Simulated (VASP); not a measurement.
# In3Se (Pm-3m) in VASP: notebook, part 2 of 2

VASP 6.6.1. The steps go on from the part before.

### Step 3. Phonons, LDA

POSCAR reads:

```
In3Se
1.0
    4.8037580000      0.0000000000      0.0000000000
    0.0000000000      4.8037580000      0.0000000000
    0.0000000000      0.0000000000      4.8037580000
In Se
3 1
Direct
    0.5000000000      0.5000000000      0.0000000000
    0.5000000000      0.0000000000      0.5000000000
    0.0000000000      0.5000000000      0.5000000000
    0.0000000000      0.0000000000      0.0000000000
```

INCAR.step1 reads:

```
SYSTEM = In3Se
ALGO = Normal
EDIFF = 1E-8
EDIFFG = -0.002
ENCUT = 600
GGA = CA
IBRION = 2
ISIF = 3
ISMEAR = 0
KPAR = 4
LASPH = .TRUE.
LCHARG = .FALSE.
LREAL = .FALSE.
LWAVE = .FALSE.
NELM = 100
NSW = 40
PREC = Accurate
SIGMA = 0.02
```

INCAR.step2 reads:

```
SYSTEM = In3Se
ALGO = Normal
EDIFF = 1E-8
ENCUT = 600
GGA = CA
IBRION = 8
ISIF = 2
ISMEAR = 0
KPAR = 4
LASPH = .TRUE.
LCHARG = .FALSE.
LEPSILON = .TRUE.
LREAL = .FALSE.
LWAVE = .FALSE.
NELM = 100
NSW = 1
PREC = Accurate
SIGMA = 0.02
```

KPOINTS reads:

```
k-points
0
G
  6 6 6
  0 0 0
```

Potentials or basis: VASP PAW LDA potentials, release 64 (In_d, Se).

Launch:

```bash
> cat potpaw_LDA.64/In_d/POTCAR potpaw_LDA.64/Se/POTCAR > POTCAR
> cp INCAR.step1 INCAR
> mpirun -np 4 vasp_std > vasp.out
> cp CONTCAR POSCAR
> cp INCAR.step2 INCAR
> mpirun -np 4 vasp_std > vasp.out
```

OUTCAR:

```text
SYSTEM = In3Se
   EDIFF = 1E-8
   ENCUT = 600
   GGA = CA
   IBRION = 8
   ISIF = 2
   ISMEAR = 0
   LASPH = .TRUE.
   LEPSILON = .TRUE.
   LREAL = .FALSE.
   NELM = 100
   NSW = 1
   PREC = Accurate

 ion  position               nearest neighbor table
   1  0.500  0.500  0.000-   2 3.27   3 3.27   4 3.27   2 3.27   3 3.27   2 3.27   4 3.27   2 3.27
                             3 3.27   4 3.27   3 3.27   4 3.27
   2  0.500  0.000  0.500-   1 3.27   3 3.27   4 3.27   1 3.27   4 3.27   1 3.27   3 3.27   1 3.27
                             3 3.27   4 3.27   4 3.27   3 3.27
   3  0.000  0.500  0.500-   1 3.27   2 3.27   4 3.27   1 3.27   4 3.27   2 3.27   4 3.27   4 3.27
                             1 3.27   2 3.27   1 3.27   2 3.27
   4  0.000  0.000  0.000-   1 3.27   2 3.27   3 3.27   2 3.27   3 3.27   1 3.27   3 3.27   3 3.27
                             1 3.27   2 3.27   2 3.27   1 3.27

  LATTYP: Found a simple cubic cell.
 ALAT       =     4.6184448018

  Lattice vectors:

 A1 = (   4.6184448018,   0.0000000000,   0.0000000000)
 A2 = (   0.0000000000,   4.6184448018,   0.0000000000)
 A3 = (   0.0000000000,   0.0000000000,   4.6184448018)

Analysis of symmetry for initial positions (statically):
=====================================================================
 Subroutine PRICEL returns:
 Original cell was already a primitive cell.

 Routine SETGRP: Setting up the symmetry group for a
[... 903 lines left out ...]
  z     0.00000     0.00000     0.00000     0.00000     0.00000     0.00000

 SECOND DERIVATIVES (NOT SYMMETRIZED)
 ------------------------------------
               1X          1Y          1Z          2X          2Y          2Z          3X          3Y          3Z          4X          4Y          4Z
  1X    -1.362006    0.000000    0.000000   -0.702593    0.000000    0.000000    1.618605    0.000000    0.000000    0.445994    0.000000    0.000000
  1Y     0.000000   -1.362006    0.000000    0.000000    1.618605    0.000000    0.000000   -0.702593    0.000000    0.000000    0.445994    0.000000
  1Z     0.000000    0.000000   -2.599060    0.000000    0.000000    1.618372    0.000000    0.000000    1.618372   -0.000000   -0.000000   -0.637684
  2X    -0.702593    0.000000    0.000000   -1.362006    0.000000    0.000000    1.618605    0.000000    0.000000    0.445994    0.000000    0.000000
  2Y    -0.000000    1.618372   -0.000000   -0.000000   -2.599060    0.000000   -0.000000    1.618372    0.000000    0.000000   -0.637684    0.000000
  2Z     0.000000    0.000000    1.618605    0.000000    0.000000   -1.362006    0.000000    0.000000   -0.702593    0.000000    0.000000    0.445994
  3X     1.618372   -0.000000   -0.000000    1.618372   -0.000000    0.000000   -2.599060   -0.000000   -0.000000   -0.637684    0.000000    0.000000
  3Y     0.000000   -0.702593    0.000000    0.000000    1.618605    0.000000    0.000000   -1.362006    0.000000    0.000000    0.445994    0.000000
  3Z     0.000000    0.000000    1.618605    0.000000    0.000000   -0.702593    0.000000    0.000000   -1.362006    0.000000    0.000000    0.445994
  4X     0.448763   -0.000000   -0.000000    0.448763   -0.000000   -0.000000   -0.635374   -0.000000   -0.000000   -0.262152    0.000000   -0.000000
  4Y    -0.000000    0.448763   -0.000000   -0.000000   -0.635374   -0.000000   -0.000000    0.448763   -0.000000    0.000000   -0.262152   -0.000000
  4Z    -0.000000   -0.000000   -0.635374   -0.000000   -0.000000    0.448763   -0.000000   -0.000000    0.448763   -0.000000   -0.000000   -0.262152

 Eigenvectors and eigenvalues of the dynamical matrix
 ----------------------------------------------------

   1 f  =    3.227889 THz    20.281425 2PiTHz  107.670789 cm-1    13.349470 meV
             X         Y         Z           dx          dy          dz
      2.309222  2.309222  0.000000     0.456012   -0.049560    0.000000
      2.309222  0.000000  2.309222     0.456012    0.078283   -0.000000
      0.000000  2.309222  2.309222    -0.720308   -0.049560    0.000000
      0.000000  0.000000  0.000000    -0.231494    0.025159    0.000000
[... 71 lines left out ...]
  12 f/i=    0.010004 THz     0.062858 2PiTHz    0.333702 cm-1     0.041374 meV
             X         Y         Z           dx          dy          dz
      2.309222  2.309222  0.000000    -0.331773   -0.404388   -0.007234
      2.309222  0.000000  2.309222    -0.331773   -0.408588   -0.007160
      0.000000  2.309222  2.309222    -0.335220   -0.404388   -0.007160
      0.000000  0.000000  0.000000    -0.264039   -0.321829   -0.005698

--------------------------------------------------------------------------------------------------------

 MACROSCOPIC STATIC DIELECTRIC TENSOR IONIC CONTRIBUTION
 ------------------------------------------------------
        1304.476493    -0.000000    -0.000000
          -0.000000  1304.476493    -0.000000
          -0.000000    -0.000000  1304.476493
 ------------------------------------------------------

 ELASTIC MODULI CONTR FROM IONIC RELAXATION (kBar)
 Direction    XX          YY          ZZ          XY          YZ          ZX
 --------------------------------------------------------------------------------
 XX           0.0000      0.0000      0.0000      0.0000      0.0000      0.0000
 YY           0.0000      0.0000      0.0000      0.0000      0.0000      0.0000
 ZZ           0.0000      0.0000      0.0000      0.0000      0.0000      0.0000
 XY           0.0000      0.0000      0.0000      0.0000      0.0000      0.0000
 YZ           0.0000      0.0000      0.0000      0.0000      0.0000      0.0000
 ZX           0.0000      0.0000      0.0000      0.0000      0.0000      0.0000
 --------------------------------------------------------------------------------

 PIEZOELECTRIC TENSOR IONIC CONTR  for field in x, y, z        (C/m^2)
          XX          YY          ZZ          XY          YZ          ZX
  --------------------------------------------------------------------------------
  x     0.00000     0.00000     0.00000     0.00000     0.00000     0.00000
  y     0.00000     0.00000     0.00000     0.00000     0.00000     0.00000
  z     0.00000     0.00000     0.00000     0.00000     0.00000     0.00000
```

OUTCAR.step1:

```text
SYSTEM = In3Se
   EDIFF = 1E-8
   EDIFFG = -0.002
   ENCUT = 600
   GGA = CA
   IBRION = 2
   ISIF = 3
   ISMEAR = 0
   LASPH = .TRUE.
   LREAL = .FALSE.
   NELM = 100
   NSW = 40
   PREC = Accurate
[... 362 lines left out ...]
 cond. band min:       7.1117470919   @ k =   0.1667   0.1667   0.0000
 fundamental gap:      0.1503615613
 Fermi energy:         6.9750669376

 k-point     1 :       0.0000    0.0000    0.0000
  band No.  band energies     occupation
      1      -7.8768      2.00000
      2      -7.8326      2.00000
      3      -7.8326      2.00000
      4      -7.8326      2.00000
      5      -7.6706      2.00000
      6      -7.6706      2.00000
[... 620 lines left out ...]
  FREE ENERGIE OF THE ION-ELECTRON SYSTEM (eV)
  ---------------------------------------------------
  free  energy   TOTEN  =       -14.2133185756 eV

  energy  without entropy=      -14.2129259727  energy(sigma->0) =      -14.21312227

 reached required accuracy - stopping structural energy minimisation
```

OSZICAR.step1:

```text
N       E                     dE             d eps       ncg     rms          rms(c)
DAV:   1     0.409994583157E+03    0.40999E+03   -0.23417E+04  1080   0.227E+03
DAV:   2     0.276417397276E+02   -0.38235E+03   -0.37765E+03  1080   0.489E+02
DAV:   3    -0.123903538278E+02   -0.40032E+02   -0.38793E+02  1382   0.175E+02
DAV:   4    -0.142811521127E+02   -0.18908E+01   -0.18782E+01  1209   0.386E+01
[... 50 lines left out ...]
DAV:   3    -0.142133306307E+02    0.23359E-03   -0.91314E-04  1503   0.464E-01    0.424E-02
DAV:   4    -0.142133217959E+02    0.88349E-05   -0.26589E-05  1148   0.419E-02    0.195E-02
DAV:   5    -0.142133185912E+02    0.32047E-05   -0.41513E-06  1495   0.188E-02    0.526E-03
DAV:   6    -0.142133185806E+02    0.10631E-07   -0.50543E-07  1317   0.477E-03    0.139E-03
DAV:   7    -0.142133185756E+02    0.49349E-08   -0.43702E-08   903   0.134E-03
   5 F= -.14213319E+02 E0= -.14213122E+02  d E =-.511316E-04
```

Run time: 4.9 min. Hardware: 4 MPI ranks of Intel Xeon 6975P-C (Granite Rapids), shared host; peak memory 0.6 GiB.

Results:

| Property | Result |
| --- | --- |
| Relaxed volume | 24.63 Å³/atom |
| Relaxed cell | a = 4.618 Å, b = 4.618 Å, c = 4.618 Å, α = 90.00°, β = 90.00°, γ = 90.00° |
| Space group after relaxing (to 0.05 Å) | Pm-3m (No. 221) |
| Electronic dielectric tensor (diagonal) | 36.76 |
| Born charges (mean of the diagonal) | In +2.66; Se -7.97 e |
| Highest phonon frequency at Γ, LO-TO splitting left out | 108 cm⁻¹ |

Step by step:
| step | energy change (eV) | largest force (eV/Å) | pressure (GPa) | volume (Å³) |
| --- | --- | --- | --- | --- |
| 1 | 0.0000 | 0.0000 | -4.30 | 110.85 |
| 2 | -0.1898 | 0.0000 | -0.42 | 99.33 |
| 3 | -0.1909 | 0.0000 | -0.03 | 98.55 |
| 4 | -0.1908 | 0.0000 | 0.09 | 98.31 |
| 5 | -0.1909 | 0.0000 | -0.01 | 98.51 |

Final structure:
```
In Se
1.0
     4.61844    0.00000    0.00000
     0.00000    4.61844    0.00000
     0.00000    0.00000    4.61844
In Se
3 1
Direct
  0.50000 0.50000 0.00000
  0.50000 0.00000 0.50000
  0.00000 0.50000 0.50000
  0.00000 0.00000 0.00000
```

Phonon frequencies in cm⁻¹ (negative: imaginary):
| q point | frequencies |
| --- | --- |
| (0.000, 0.000, 0.000) | 0 0 0 19 19 19 40 40 40 108 108 108 |

Electronic dielectric tensor:
```
36.76  0.00  0.00
 0.00 36.76  0.00
 0.00  0.00 36.76
```

Born effective charge tensors (e):
atom 1, In
```
2.68 0.00 0.00
0.00 2.68 0.00
0.00 0.00 2.61
```
atom 2, In
```
2.68 0.00 0.00
0.00 2.61 0.00
0.00 0.00 2.68
```
atom 3, In
```
2.61 0.00 0.00
0.00 2.68 0.00
0.00 0.00 2.68
```
atom 4, Se
```
-7.97  0.00  0.00
 0.00 -7.97  0.00
 0.00  0.00 -7.97
```
